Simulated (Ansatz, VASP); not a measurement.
# Cross-check of GaSi2P between VASP and Ansatz, part 2 of 2

One calculation is typed for both programs; each brings its own data sets. How far apart do they land? The cell is generated by rule, not measured, and may not be a known phase. The cell is taken from a series of runs on this material, whose earlier steps may have relaxed, scaled, displaced or heated it; both programs get it as it stands. Other levels of theory on this material are compared in a session of their own.

VASP 6.6.1 and Ansatz 0.2.0.

So far: The structure; Ansatz: single point, PBEsol, spin-orbit coupling; VASP: single point, PBEsol, spin-orbit coupling.

**3. VASP: single point, PBEsol, spin-orbit coupling (continued)**

Level of this step: PBEsol, spin-orbit coupling; plane waves and PAW (Ga_d, P, Si); invented cell (VASP).

Parts of OUTCAR (step 3):

```text
ion  position               nearest neighbor table
   1  0.000  0.011  0.120-   4 2.37   3 2.37   3 2.37   8 2.41
   2  0.500  0.511  0.382-   3 2.37   4 2.37   4 2.37   6 2.41
   3  0.500  0.266  0.126-   7 2.27   2 2.37   1 2.37   1 2.37
   4  0.000  0.766  0.375-   5 2.27   1 2.37   2 2.37   2 2.37
   5  0.000  0.988  0.625-   4 2.27   8 2.35   6 2.35   6 2.35
   6  0.500  0.236  0.628-   7 2.35   5 2.35   5 2.35   2 2.41
   7  0.500  0.488  0.876-   3 2.27   6 2.35   8 2.35   8 2.35
   8  0.000  0.736  0.874-   5 2.35   7 2.35   7 2.35   1 2.41

  LATTYP: Found a simple orthorhombic cell.
 ALAT       =     3.8421553024
 B/A-ratio  =     1.4152256785
 C/A-ratio  =     1.9998564001

 Subroutine GETGRP returns: Found  4 space group operations
 (whereof  2 operations were pure point group operations)

The static configuration has the point symmetry C_1h.
 The point group associated with its full space group is C_2v.

 Found     48 irreducible k-points:

   k-points           NKPTS =     48   k-points in BZ     NKDIM =     48   number of bands    NBANDS=     68

   dimension x,y,z NGX =    28 NGY =   40 NGZ =   56
   dimension x,y,z NGXF=    56 NGYF=   80 NGZF=  112

   ENCUT  =  500.0 eV  36.75 Ry    6.06 a.u.   7.01  9.91 14.01*2*pi/ulx,y,z

   NELECT =      52.0000    total number of electrons

 k-points in reciprocal lattice and weights: Automatic mesh
   0.00000000  0.00000000  0.00000000       0.010
   0.16666667  0.00000000  0.00000000       0.021
   0.33333333  0.00000000  0.00000000       0.021
   0.50000000  0.00000000  0.00000000       0.010
   0.00000000  0.25000000  0.00000000       0.010
   0.00000000 -0.25000000 -0.00000000       0.010
   0.16666667  0.25000000  0.00000000       0.021
  -0.16666667 -0.25000000 -0.00000000       0.021
   0.33333333  0.25000000  0.00000000       0.021
[...]
0.33333333  0.50000000  0.50000000       0.021
   0.50000000  0.50000000  0.50000000       0.010

 average (electrostatic) potential at core
       1 -64.5975       2 -64.5975       3 -83.0459       4 -83.0459       5 -83.6713
       6 -83.3219       7 -83.6713       8 -83.3219

 E-fermi :   5.7454

 k-point     1 :       0.0000    0.0000    0.0000
  band No.  band energies     occupation
    ...
     48       5.1882      1.00000
     49       5.2952      1.00000
     50       5.2952      1.00000
     51       5.3416      1.00000
     52       5.3416      1.00000
     53       6.1722      0.00000
     54       6.1722      0.00000
     55       6.3130      0.00000
     56       6.3130      0.00000
     57       7.4138      0.00000
    ...

 k-point     2 :       0.1667    0.0000    0.0000
  band No.  band energies     occupation
    ...
     48       3.7018      1.00000
     49       4.5216      1.00000
     50       4.5347      1.00000
     51       5.1044      1.00000
     52       5.1053      1.00000
     53       6.4593      0.00000
     54       6.4606      0.00000
     55       7.7803      0.00000
     56       7.7874      0.00000
     57       7.9471      0.00000
    ...

 k-point     3 :       0.3333    0.0000    0.0000
  band No.  band energies     occupation
    ...
     48       3.0119      1.00000
     49       3.4497      1.00000
     50       3.4543      1.00000
     51       4.7681      1.00000
     52       4.7686      1.00000
     53       6.6640      0.00000
     54       6.6649      0.00000
     55       6.6779      0.00000
     56       6.6886      0.00000
     57       7.1487      0.00000
    ...

  Total        0.0239377      0.0033390     -0.0177336      0.0000000      0.0000000      0.0000000
  in kB        0.2389156      0.0333255     -0.1769938      0.0000000      0.0000001      0.0000000
  external PRESSURE =       0.0317491 kB  Pullay stress =       0.0000000 kB

  energy-cutoff  :      500.00
  volume of cell :      160.53
      direct lattice vectors                 reciprocal lattice vectors
     3.842155302  0.000000000  0.000000000     0.260270583  0.000000000  0.000000000
     0.000000000  5.437516845 -0.000002783     0.000000000  0.183907476  0.000000094
     0.000000000 -0.000003936  7.683758872     0.000000000  0.000000067  0.130144636

 POSITION                                       TOTAL-FORCE (eV/Angst)
 -----------------------------------------------------------------------------------
      0.00000      0.05737      0.91873         0.000000      0.000497     -0.001754
      1.92108      2.77612      2.93140         0.000000      0.000497      0.001754
      1.92108      1.44561      0.97051         0.000000     -0.004578      0.008881
      0.00000      4.16436      2.87963         0.000000     -0.004578     -0.008881
      0.00000      5.36990      4.80379         0.000000     -0.004077     -0.005203
      1.92108      1.28340      4.82171         0.000000      0.008159     -0.010160
      1.92108      2.65114      6.73010         0.000000     -0.004077      0.005203
      0.00000      4.00216      6.71219         0.000000      0.008159      0.010160
 -----------------------------------------------------------------------------------
    total drift:                                0.000000      0.001207      0.000066

  FREE ENERGIE OF THE ION-ELECTRON SYSTEM (eV)
  ---------------------------------------------------
  free  energy   TOTEN  =       -42.6337813161 eV

  energy  without entropy=      -42.6337813160  energy(sigma->0) =      -42.63378132

 Spin-Orbit-Coupling matrix elements
 Ion:    1  E_soc:     -0.0120158
 Ion:    2  E_soc:     -0.0120158
 Ion:    3  E_soc:     -0.0008585
 Ion:    4  E_soc:     -0.0008585
 Ion:    5  E_soc:     -0.0003231
 Ion:    6  E_soc:     -0.0003312
 Ion:    7  E_soc:     -0.0003231
 Ion:    8  E_soc:     -0.0003312

 total charge
# of ion       s       p       d       tot
------------------------------------------
    1        0.882   0.861   9.996  11.740
    2        0.882   0.861   9.996  11.740
    3        1.019   1.507   0.000   2.526
    4        1.019   1.507   0.000   2.526
    5        0.750   0.920   0.000   1.670
    6        0.755   0.943   0.000   1.698
    7        0.750   0.920   0.000   1.670
    8        0.755   0.943   0.000   1.698
--------------------------------------------------
tot          6.811   8.464  19.993  35.267

 magnetization (x)
# of ion       s       p       d       tot
------------------------------------------
    1       -0.000  -0.000  -0.000  -0.000
    2        0.000   0.000   0.000   0.000
    3        0.000   0.000   0.000   0.000
    4       -0.000  -0.000   0.000  -0.000
    5       -0.000   0.000   0.000  -0.000
    6        0.000   0.000   0.000   0.000
    7        0.000  -0.000   0.000   0.000
    8       -0.000  -0.000   0.000  -0.000
--------------------------------------------------
tot          0.000   0.000   0.000   0.000

 magnetization (y)
# of ion       s       p       d       tot
------------------------------------------
    1        0.000   0.000   0.000   0.000
    2        0.000   0.000   0.000   0.000
    3        0.000   0.000   0.000   0.000
    4        0.000   0.000   0.000   0.000
    5        0.000   0.000   0.000   0.000
    6        0.000   0.000   0.000   0.000
    7        0.000   0.000   0.000   0.000
    8        0.000   0.000   0.000   0.000
--------------------------------------------------
tot          0.000   0.000   0.000   0.000

 magnetization (z)
# of ion       s       p       d       tot
------------------------------------------
    1        0.000   0.000   0.000   0.000
    2        0.000   0.000   0.000   0.000
    3        0.000   0.000   0.000   0.000
    4        0.000   0.000   0.000   0.000
    5        0.000   0.000   0.000   0.000
    6        0.000   0.000   0.000   0.000
    7        0.000   0.000   0.000   0.000
    8        0.000   0.000   0.000   0.000
--------------------------------------------------
tot          0.000   0.000   0.000   0.000

[... 3 further parts left out ...]
```

The run ends at a pressure of 0.00 GPa, with forces up to 0.013 eV/Å.

**4. Comparison**

Known differences besides the potentials themselves: spin-orbit coupling enters by fully relativistic files in Ansatz and inside the spheres in VASP; the cutoff is 420 eV in Ansatz and 500 eV in VASP; Ansatz makes its cores anew for this functional, VASP keeps those of its PBE data sets. Total energies have different zeros and are not compared.

The two programs side by side:

```
              quantity  Ansatz   VASP  difference
        pressure (GPa)    0.00   0.00       -0.01
gap on the k mesh (eV)   0.810  0.808      +0.002
```

At this near-relaxed geometry the largest component of a force difference is 9 meV/Å. A gap on the mesh is an upper bound, since the band edges may lie between its points.

**5. Results**

| Item | Value |
| --- | --- |
| difference in gap on the k mesh (single point, PBEsol, spin-orbit coupling) | 0.0023 eV |

What this shows: The difference in gap on the k mesh is 0.0023 eV (single point, PBEsol, spin-orbit coupling), within the 0.08 eV picked in this series as the mark of a large difference. 4 further runs of this series are not shown here. How closely two codes agree says nothing of how well the functional describes the real material.

[Lines on the potential files, build, host, timing and source positions are cut from VASP's logs without a mark.]

[Logs are printed without paths, hosts, clocks, repeated set-up lines and the standing remarks that a program may print on its own settings, such as how far it seeks lower states.]

[Hosts, paths, dates, database ids (printed as entryN), source tags and the programs' standing remarks are cut or masked in the printed files.]
